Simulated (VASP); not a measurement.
FSnBr, in a box:

```
CELL_PARAMETERS angstrom
12.00000 0.00000 0.00000
0.00000 11.00000 0.00000
0.00000 0.00000 11.00000
ATOMIC_POSITIONS crystal
F 0.39642 0.58879 0.45066
Sn 0.42198 0.41503 0.44813
Br 0.60575 0.41605 0.55805
```

Base run:

| Property | Result |
| --- | --- |
| Program | VASP 6.6.1 |
| Functional | SCAN |
| Dispersion | D4 |
| Potentials or basis | VASP PAW PBE potentials, release 64 (F, Sn_d, Br) |
| Cutoff | 520 eV |
| k mesh | 1 × 1 × 1 |
| Occupations | gaussian, width 0.01 eV |
| Spin | no spin polarisation |

Its results: gap between the frontier levels 3.57 eV; largest force 0.344 eV/Å.

**Question.** After a change of settings the same cell gave: gap between the frontier levels 4.59 eV; largest force 0.606 eV/Å. Which change was it?
A. functional from SCAN to PBE; dispersion from D4 to TS
B. functional from SCAN to PBE; dispersion from D4 to none
C. functional from SCAN to B3LYP; potentials or basis from VASP PAW PBE potentials, release 64 (F, Sn_d, Br) to VASP PAW PBE potentials, release 64 (F_h, Sn_d, Br); cutoff from 520 eV to 900 eV

**Answer.** C.

Caveats: the PAW data sets were made with another functional, which shifts forces and pressure a little; spin-orbit coupling is left out, which moves the levels of the heavy elements.

Not every run made on this cell is shown here.
